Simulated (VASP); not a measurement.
Data:

```yaml
crystal:
  lattice:
    - [2.15000, -3.72391, 0.00000]
    - [2.15000, 3.72391, 0.00000]
    - [0.00000, 0.00000, 7.01000]
  atoms:
    - { symbol: Cd, position: [0.66667, 0.33333, 0.50000] }
    - { symbol: Cd, position: [0.33333, 0.66667, 0.00000] }
    - { symbol: Se, position: [0.66667, 0.33333, 0.87600] }
    - { symbol: Se, position: [0.33333, 0.66667, 0.37600] }
```

Method: PBE GGA, VASP's PBE PAW potentials (set 64) (plane waves; VASP). Run with 400 eV cut-off, 7×7×4 Γ-centred mesh, Gaussian smearing of 0.050 eV, potentials Cd Se.

Estimate the energy per atom (σ→0), pressure.

```
Property                        Value
---------------------  --------------
energy per atom (σ→0)  -2.729 eV/atom
pressure                     2.93 GPa
```

Only differences to runs with the same potentials and settings are physical.

The compound is CdSe in the wurtzite structure. The cell was not relaxed at this level.
